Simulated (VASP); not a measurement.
# A VASP study of KHgClF2 (PBE): structure first, properties next, part 3 of 5

What structure does KHgClF2 take at this level, and what are its properties? The cell is invented: it takes the structure of COD entry 1527535, KHgF3 (space group 65 there), with some of its atoms replaced by other elements, volume scaled by an estimate. It may not be a known or stable phase.

VASP 6.6.1; PBE; plane waves and PAW (Hg, K_sv, Cl, F); invented cell.

So far, gap on the k-mesh (eV): step 2 (rough relaxation of the start cell) 0.242; step 3 (full relaxation (PBE)) 0.316; step 4 (second relaxation) 0.316. The relaxed cell has a, b, c = 6.539, 6.547, 5.312 Å (conventional setting).

**5. Single point with fields (PBE)**

The relaxed cell gets a fresh self-consistent run, on a basis set for its own volume, to fix the density and to check the remaining stress.

INCAR reads:

```
SYSTEM = KHgClF2
PREC = Accurate
ENCUT = 520
EDIFF = 1E-06
NELM = 100
ISMEAR = 0
SIGMA = 0.05
LREAL = .FALSE.
ALGO = Normal
GGA = PE
NBANDS = 27
LORBIT = 11
LWAVE = .FALSE.
LCHARG = .TRUE.
ISIF = 2
LELF = .TRUE.
LVHAR = .TRUE.
```

POSCAR reads:

```
KHgClF2
1.0
    3.2693219246     -3.2736209496      0.0000000000
    3.2693219246      3.2736209496      0.0000000000
    0.0000000000      0.0000000000      5.3116904502
Hg K Cl F
1 1 1 2
Direct
    0.5000000000      0.5000000000      0.0000000000
    0.0000000000      0.0000000000      0.5000000000
    0.5000000000      0.5000000000      0.5000000000
    0.5000000000      0.0000000000      0.0000000000
    0.0000000000      0.5000000000      0.0000000000
```

KPOINTS reads:

```
Automatic mesh
0
Gamma
4 4 4
0 0 0
```

The projector-augmented-wave data sets are Hg, K_sv, Cl and F (PBE family, release 64).

Run with:

```console
mpirun -np 2 vasp_std
```

The log of the run:

```text
[banner, memory and clock lines left out]
running    2 mpi-ranks, on    1 nodes
 distrk:  each k-point on    2 cores,    1 groups
 distr:  one band on    1 cores,    2 groups

 POSCAR found type information on POSCAR HgK ClF
 POSCAR found :  4 types and       5 ions
 LDA part: xc-table for (Slater+PW92), standard interpolation
|                                                                             |
|           W    W    AA    RRRRR   N    N  II  N    N   GGGG   !!!           |
|           W    W   A  A   R    R  NN   N  II  NN   N  G    G  !!!           |
|           W    W  A    A  R    R  N N  N  II  N N  N  G       !!!           |
|           W WW W  AAAAAA  RRRRR   N  N N  II  N  N N  G  GGG   !            |
|           WW  WW  A    A  R   R   N   NN  II  N   NN  G    G                |
|           W    W  A    A  R    R  N    N  II  N    N   GGGG   !!!           |
|                                                                             |
|     The number of bands has been changed from the values supplied in        |
|     The orbitals not found in the WAVECAR file will be initialized with     |
|     random numbers, which is usually adequate. For correlated               |
|     calculations, however, you should redo the groundstate calculation.     |
|     I found NBANDS = 27. Now, NBANDS = 28.                                  |
|                                                                             |

 POSCAR, INCAR and KPOINTS ok, starting setup
 FFT: planning ... GRIDC
 FFT: planning ... GRID_SOFT
 FFT: planning ... GRID
 WAVECAR not read
 entering main loop
       N       E                     dE             d eps       ncg     rms          rms(c)
DAV:   1     0.348753053688E+03    0.34875E+03   -0.21296E+04  1176   0.138E+03
DAV:   2     0.714375441808E+01   -0.34161E+03   -0.33264E+03  1428   0.362E+02
DAV:   3    -0.164380388410E+02   -0.23582E+02   -0.23479E+02  1572   0.956E+01
DAV:   4    -0.173834894623E+02   -0.94545E+00   -0.94374E+00  1908   0.120E+01
DAV:   5    -0.173940372769E+02   -0.10548E-01   -0.10547E-01  1508   0.111E+00    0.119E+01
DAV:   6    -0.149854121766E+02    0.24086E+01   -0.92863E+00  1524   0.280E+01    0.914E+00
DAV:   7    -0.149192102612E+02    0.66202E-01   -0.94695E-01  1316   0.665E+00    0.616E+00
DAV:   8    -0.148748636113E+02    0.44347E-01   -0.22348E-01  1432   0.345E+00    0.634E-01
DAV:   9    -0.148704346484E+02    0.44290E-02   -0.45596E-02  1496   0.155E+00    0.262E-01
DAV:  10    -0.148708067945E+02   -0.37215E-03   -0.48067E-03  1404   0.534E-01    0.152E-01
DAV:  11    -0.148709874940E+02   -0.18070E-03   -0.32353E-04  1492   0.131E-01    0.729E-02
DAV:  12    -0.148711748255E+02   -0.18733E-03   -0.21633E-04  1344   0.107E-01    0.273E-02
DAV:  13    -0.148711768605E+02   -0.20350E-05   -0.18489E-05  1636   0.354E-02    0.110E-02
DAV:  14    -0.148711768215E+02    0.38953E-07   -0.22750E-06  1324   0.898E-03
   1 F= -.14871177E+02 E0= -.14871177E+02  d E =-.564664E-07
```

Wall time 22 s (2 MPI ranks of AMD EPYC 9R45, shared host); peak memory 0.35 GiB.

Parts of OUTCAR (step 5):

```text
   k-points           NKPTS =     21   k-points in BZ     NKDIM =     21   number of bands    NBANDS=     28

   NELECT =      42.0000    total number of electrons

 E-fermi :  -0.7425

 k-point     1 :       0.0000    0.0000    0.0000
  band No.  band energies     occupation
    ...
     17      -2.7947      2.00000
     18      -2.7905      2.00000
     19      -2.6375      2.00000
     20      -2.6370      2.00000
     21      -2.6083      2.00000
     22      -0.5869      0.00001
     23       4.5753      0.00000
     24       5.4878      0.00000
     25       6.9926      0.00000
     26       7.4390      0.00000
    ...

  Total        0.0039779     -0.0216741     -0.0002383      0.0000000      0.0000000      0.0000000
  in kB        0.0560546     -0.3054238     -0.0033579      0.0000000      0.0000000      0.0000000
  external PRESSURE =      -0.0842424 kB  Pullay stress =       0.0000000 kB

 POSITION                                       TOTAL-FORCE (eV/Angst)
 -----------------------------------------------------------------------------------
      3.26932      0.00000      0.00000        -0.000000      0.000000      0.000000
      0.00000      0.00000      2.65585         0.000000      0.000000      0.000000
      3.26932      0.00000      2.65585        -0.000000     -0.000000      0.000000
      1.63466     -1.63681      0.00000         0.000000     -0.000000      0.000000
      1.63466      1.63681      0.00000         0.000000      0.000000      0.000000
 -----------------------------------------------------------------------------------
    total drift:                                0.000000      0.000000     -0.000000

  FREE ENERGIE OF THE ION-ELECTRON SYSTEM (eV)
  ---------------------------------------------------
  free  energy   TOTEN  =       -14.8711768215 eV

  energy  without entropy=      -14.8711767651  energy(sigma->0) =      -14.87117679

[... 8 parts as in an earlier step ...]

[... 8 further parts left out ...]
```

Numbers from this step:

```
SCF cycles : 14
bands      : 28
pressure   : -0.008424 GPa
```

Valence electrons inside each PAW sphere by angular momentum. Sphere charges, by row:

```tsv
atom	s (e)	p (e)	d (e)	tot (e)
Hg1	0.459	0.253	9.534	10.25
K2	1.95	5.575	0.012	7.538
Cl3	1.598	3.525	0	5.122
F4	1.739	4.291	0	6.03
F5	1.739	4.291	0	6.03
```

Electrostatic potential energy in the ac plane of the cell as run, not the conventional one, at fractional y = 0.500, with atoms of Hg and Cl and F within 0.2 Å of it. With pseudopotentials it is smooth inside the atoms' cores, unlike the true potential.

Ten even steps from '_' (-72 eV) to '@' (6 eV), each cell a mean:
```
::++@@@@%%##******##%%@@%%--
##%%@@@@%%####**##%%@@@@@@%%
@@@@@@@@@@%%%%##%%%%@@@@@@@@
@@@@@@@@@@@@@@@@@@@@@@@@@@@@
@@@@@@@@@@@@@@%%@@@@@@@@@@@@
@@@@@@@@@@%%**++##@@@@@@@@@@
@@@@@@@@%%++____::##@@@@@@@@
@@@@@@@@%%--______++@@@@@@@@
@@@@@@@@%%--____..**@@@@@@@@
@@@@@@@@@@##--::++%%@@@@@@@@
@@@@@@@@@@@@%%%%%%@@@@@@@@@@
@@@@@@@@@@@@@@@@@@@@@@@@@@@@
@@@@@@@@@@@@%%%%%%@@@@@@@@@@
@@@@@@@@%%%%######%%@@@@@@@@
==**@@@@%%##******##%%@@%%++
::==%%@@%%********##%%@@##::
```
Columns run along a (4.6 Å; values clipped at the 3rd and 97th percentile), rows up along c (5.3 Å). Atoms in or near the plane, at fractional coordinates: Hg at (0.50, 0.00), Cl at (0.50, 0.50), F at (0.00, 0.00).

ELF in the ac plane of the cell as run, not the conventional one, at fractional y = 0.500, with atoms of Hg and Cl and F within 0.2 Å of it. It is the smooth field of the valence electrons, not physical close to the nuclei.

Ten even steps from '_' (0.01) to '@' (0.88), each cell a mean:
```
%%%%**..--..______::::--%%%%
@@%%==..::--....::--..::**%%
##++::__..--------::....--**
::..____....::::::..______::
______..--++****++==::______
____..==##@@@@@@@@%%**--____
____--##@@@@%%##@@@@@@**::__
____==%%@@@@**==%%@@@@##--__
____==%%@@@@##++%%@@@@**::__
____::**%%@@@@@@@@@@%%==..__
______::++##%%%%##**==..____
..______..::------::..____..
++--..__..::::::::..____::==
%%##--..::--::::----....++%%
%%%%**..::::____..--::::##%%
**%%**..--..______::::--%%##
```
Columns run along a (4.6 Å), rows up along c (5.3 Å). Atoms in or near the plane, at fractional coordinates: Hg at (0.50, 0.00), Cl at (0.50, 0.50), F at (0.00, 0.00).

Valence density in the ac plane of the cell as run, not the conventional one, at fractional y = 0.500, with atoms of Hg and Cl and F within 0.2 Å of it. It is the smooth field of the valence electrons, not physical close to the nuclei.

Ten steps, logarithmic in the rise over the least value, from '_' (0 e/Å³) to '@' (12 e/Å³), each cell a mean:
```
@@##==::==**######++----++%%
**++--::--++******==::::--++
--::....::--======::......::
________..::::::::....______
________..::------::..______
______..::====++==--..______
______..--++++++++==::..____
______::==++++--++++--..____
______::==++++==++++--..____
______..--==++++++==::..____
________..----==--::..______
________..::::::::....______
......__..::------::..__....
++==::..::==++**++==::..--==
%%**==::==**####**++--::++##
@@%%++--==**##%%##**----**@@
```
Columns run along a (4.6 Å), rows up along c (5.3 Å). Atoms in or near the plane, at fractional coordinates: Hg at (0.50, 0.00), Cl at (0.50, 0.50), F at (0.00, 0.00).

In this run the pressure is -0.01 GPa, small enough to go on; single stress components reach 0.03 GPa.

**6. Band structure (PBE)**

Levels along the symmetry lines show where the bands peak and cross; KPOINTS_OPT computes them in the converged potential.

INCAR reads:

```
SYSTEM = KHgClF2
PREC = Accurate
ENCUT = 520
EDIFF = 1E-06
NELM = 100
ISMEAR = 0
SIGMA = 0.05
LREAL = .FALSE.
ALGO = Normal
GGA = PE
NBANDS = 36
LORBIT = 11
LWAVE = .FALSE.
LCHARG = .FALSE.
KPAR = 2
```

POSCAR is that of step 5.

KPOINTS is that of step 5.

KPOINTS_OPT reads:

```
Line mode
16
Line-mode
Reciprocal
  0.00000000   0.00000000   0.00000000 GAMMA
  0.49934381   0.49934381   0.00000000 X

  0.49934381   0.49934381   0.00000000 X
  0.00000000   0.50000000   0.00000000 S

  0.00000000   0.50000000   0.00000000 S
  0.00000000   0.50000000   0.50000000 R

  0.00000000   0.50000000   0.50000000 R
  0.49934381   0.49934381   0.50000000 A

  0.49934381   0.49934381   0.50000000 A
  0.00000000   0.00000000   0.50000000 Z

  0.00000000   0.00000000   0.50000000 Z
  0.00000000   0.00000000   0.00000000 GAMMA

  0.00000000   0.00000000   0.00000000 GAMMA
 -0.50000000   0.50000000   0.00000000 Y

 -0.50000000   0.50000000   0.00000000 Y
 -0.49934381   0.50065619   0.00000000 X1

 -0.49934381   0.50065619   0.00000000 X1
 -0.49934381   0.50065619   0.50000000 A1

 -0.49934381   0.50065619   0.50000000 A1
 -0.50000000   0.50000000   0.50000000 T

 -0.50000000   0.50000000   0.50000000 T
 -0.50000000   0.50000000   0.00000000 Y

  0.00000000   0.00000000   0.50000000 Z
 -0.50000000   0.50000000   0.50000000 T
```

Run with:

```console
mpirun -np 2 vasp_std
```

The log of the run:

```text
[... set-up lines as in an earlier step ...]
 entering main loop
       N       E                     dE             d eps       ncg     rms          rms(c)
DAV:   1     0.332347044897E+03    0.33235E+03   -0.20436E+04  1512   0.108E+03
DAV:   2     0.491682955222E+01   -0.32743E+03   -0.31016E+03  1776   0.301E+02
DAV:   3    -0.166239902987E+02   -0.21541E+02   -0.21389E+02  2052   0.754E+01
DAV:   4    -0.173863510842E+02   -0.76236E+00   -0.76048E+00  2300   0.864E+00
DAV:   5    -0.173940086586E+02   -0.76576E-02   -0.76573E-02  1908   0.723E-01    0.119E+01
DAV:   6    -0.149906953857E+02    0.24033E+01   -0.72617E+00  1876   0.218E+01    0.917E+00
DAV:   7    -0.149204632734E+02    0.70232E-01   -0.88005E-01  1652   0.518E+00    0.612E+00
DAV:   8    -0.148719098866E+02    0.48553E-01   -0.17875E-01  1720   0.262E+00    0.545E-01
DAV:   9    -0.148705555562E+02    0.13543E-02   -0.26781E-02  1960   0.975E-01    0.291E-01
DAV:  10    -0.148707558176E+02   -0.20026E-03   -0.22555E-03  1736   0.272E-01    0.159E-01
DAV:  11    -0.148710293008E+02   -0.27348E-03   -0.24663E-04  1664   0.953E-02    0.672E-02
DAV:  12    -0.148711760068E+02   -0.14671E-03   -0.15173E-04  1628   0.790E-02    0.262E-02
DAV:  13    -0.148711765928E+02   -0.58602E-06   -0.96346E-06  1992   0.166E-02
   1 F= -.14871177E+02 E0= -.14871177E+02  d E =-.560271E-07
 Start KPOINTS_OPT (optional k-point list driver)
k-point batch [1-21\192]
       N       E                     dE             ncg
DAV:   1    -0.586323371019E+03   -0.17999E+05     1512
DAV:   2    -0.726336200460E+04   -0.66770E+04     1784
DAV:   3    -0.769948167969E+04   -0.43612E+03     2028
DAV:   4    -0.771489856836E+04   -0.15417E+02     2336
DAV:   5    -0.771503976586E+04   -0.14120E+00     1928
DAV:   6    -0.771504183048E+04   -0.20646E-02     2012
DAV:   7    -0.771504185812E+04   -0.27643E-04     2008
DAV:   8    -0.771504185867E+04   -0.54612E-06     1572
[...]
k-point batch [190-192\192]
       N       E                     dE             ncg
DAV:   1     0.185544101283E+05   -0.39345E+04      216
DAV:   2     0.175501203611E+05   -0.10043E+04      268
DAV:   3     0.174823679480E+05   -0.67752E+02      324
DAV:   4     0.174810870558E+05   -0.12809E+01      244
DAV:   5     0.174810541898E+05   -0.32866E-01      296
DAV:   6     0.174810534540E+05   -0.73587E-03      276
DAV:   7     0.174810534494E+05   -0.46105E-05      296
DAV:   8     0.174810534493E+05   -0.47829E-07      156
```

It took 2.2 min on 2 MPI ranks; peak memory 0.57 GiB; 4.5 min of CPU time.

OUTCAR, selected parts (step 6):

```text
   k-points           NKPTS =     21   k-points in BZ     NKDIM =     21   number of bands    NBANDS=     36

   NELECT =      42.0000    total number of electrons

 E-fermi :  -0.7429

 k-point     1 :       0.0000    0.0000    0.0000
  band No.  band energies     occupation
    ...
     17      -2.7947      2.00000
     18      -2.7906      2.00000
     19      -2.6379      2.00000
     20      -2.6374      2.00000
     21      -2.6084      2.00000
     22      -0.5872      0.00001
     23       4.5751      0.00000
     24       5.4877      0.00000
     25       6.9929      0.00000
     26       7.4392      0.00000
    ...

  Total        0.0085610     -0.0171035      0.0066503     -0.0000000      0.0000000      0.0000000
  in kB        0.1206383     -0.2410166      0.0937137     -0.0000000      0.0000000      0.0000000
  external PRESSURE =      -0.0088882 kB  Pullay stress =       0.0000000 kB

 POSITION                                       TOTAL-FORCE (eV/Angst)
 -----------------------------------------------------------------------------------
      3.26932      0.00000      0.00000        -0.000000     -0.000000      0.000000
      0.00000      0.00000      2.65585        -0.000000     -0.000000      0.000000
      3.26932      0.00000      2.65585         0.000000     -0.000000      0.000000
      1.63466     -1.63681      0.00000         0.000000      0.000000      0.000000
      1.63466      1.63681      0.00000        -0.000000      0.000000      0.000000
 -----------------------------------------------------------------------------------
    total drift:                                0.000000      0.000000     -0.000000

  FREE ENERGIE OF THE ION-ELECTRON SYSTEM (eV)
  ---------------------------------------------------
  free  energy   TOTEN  =       -14.8711765928 eV

  energy  without entropy=      -14.8711765368  energy(sigma->0) =      -14.87117656

[... 7 parts as in an earlier step ...]

[... 9 further parts left out ...]
```

Within 0.02 Å the cell has space group P4/mmm; at a tight tolerance a small distortion makes it Cmmm. Spin-orbit coupling is off here; it can split and shift levels that hold much weight on Hg by tenths of an eV or more.

This step gave:

```yaml
scf_cycles: 13
bands: 36
fermi_energy: -0.7429 eV
pressure: -8.89e-4 GPa
least_gap_on_mesh_and_path: 0.3160 eV
least_direct_gap_on_mesh_and_path: 2.021 eV
valence_top_at_k: 0.4993, 0.4993, 0.5
```

The electronic bands at the labelled points (eV, zero at the valence-band top; v1 is the highest filled band, c1 the lowest empty one):

```tsv
point	v4	v3	v2	v1	c1	c2	c3	c4
Γ	-1.89	-1.73	-1.73	-1.71	0.32	5.48	6.39	7.90
0.53 of the way	-1.82	-1.73	-1.70	-1.05	2.37	6.50	7.61	8.09
X	-1.72	-1.72	-1.56	-0.02	4.06	7.23	7.77	7.77
0.47 of the way	-1.76	-1.71	-1.62	-0.68	3.32	6.60	8.07	8.42
S	-1.85	-1.81	-1.70	-1.62	2.81	6.24	7.70	8.54
0.47 of the way	-1.78	-1.64	-1.62	-0.87	3.25	6.28	7.80	8.40
R	-1.69	-1.63	-1.53	-0.02	4.47	6.25	7.16	8.01
0.47 of the way	-1.63	-1.51	-1.17	-0.01	4.72	6.11	7.16	7.24
A	-1.48	-1.48	-0.02	0.00	5.54	5.92	5.93	7.11
0.47 of the way	-1.69	-1.55	-1.12	-0.57	4.13	6.70	6.85	7.29
Z	-1.90	-1.89	-1.58	-1.58	3.25	5.71	6.72	8.04
0.47 of the way	-1.89	-1.89	-1.65	-1.65	1.74	5.72	6.56	8.09
Γ	-1.89	-1.73	-1.73	-1.71	0.32	5.48	6.39	7.90
0.47 of the way	-1.84	-1.76	-1.70	-1.27	2.01	6.36	7.39	8.02
Y	-1.72	-1.72	-1.56	-0.02	4.06	7.23	7.77	7.77
0.53 of the way	-1.72	-1.72	-1.56	-0.02	4.06	7.23	7.77	7.77
X1	-1.72	-1.72	-1.56	-0.02	4.06	7.23	7.77	7.77
0.53 of the way	-1.61	-1.56	-0.94	-0.02	4.51	6.46	6.47	7.31
A1	-1.48	-1.48	-0.02	0.00	5.54	5.92	5.93	7.11
0.53 of the way	-1.48	-1.48	-0.02	0.00	5.54	5.92	5.93	7.11
T	-1.48	-1.48	-0.02	0.00	5.54	5.92	5.93	7.11
0.47 of the way	-1.61	-1.56	-0.94	-0.02	4.51	6.46	6.47	7.31
Y	-1.72	-1.72	-1.56	-0.02	4.06	7.23	7.77	7.77
jump to Z	-1.90	-1.89	-1.58	-1.58	3.25	5.71	6.72	8.04
0.47 of the way	-1.71	-1.57	-1.35	-0.74	3.93	6.55	7.05	7.48
T	-1.48	-1.48	-0.02	0.00	5.54	5.92	5.93	7.11
```

Of the projections kept (Hg, K, Cl, F), the largest for each band there, as a share of the weight inside these atoms' spheres; weight between the spheres isn't counted:

```tsv
point	v4	v3	v2	v1	c1	c2	c3	c4
Γ	F 0.97	Cl 0.87	Cl 0.87	F 0.73	Hg 0.87	K 0.47	K 0.97	K 0.89
X	F 0.86	F 0.86	F 1.00	F 0.62	Hg 0.51	K 0.54	Hg 0.52	Hg 0.52
S	Cl 0.87	F 0.81	F 0.87	F 0.87	Hg 0.54	F 0.31	K 0.56	K 0.83
R	Cl 0.88	F 0.87	F 0.72	Hg 0.37	Hg 0.50	Hg 0.48	Hg 0.53	K 0.51
A	F 0.61	F 0.61	F 0.62	Cl 0.40	Hg 0.50	Hg 0.49	Hg 0.49	Hg 0.68
Z	F 1.00	F 1.00	Cl 0.89	Cl 0.89	Hg 0.53	F 0.36	K 0.86	Hg 0.61
```

The path finds the gap of the mesh within 0.02 eV, so the mesh comes close to both band edges.

[end of part 3 of 5]

[Lines on the potential files, build, host, timing and source positions are cut from VASP's logs without a mark.]

[Logs are printed without paths, hosts, clocks, repeated set-up lines and the standing remarks that a program may print on its own settings, such as how far it seeks lower states.]

[Hosts, paths, dates, database ids (printed as entryN), source tags and the programs' standing remarks are cut or masked in the printed files.]

[A measured line is paired with the nearest computed mode of its activity, which favours agreement.]

[In band tables of VASP the shares of atoms and orbitals are scaled to a sum of 1 inside the atoms' spheres.]
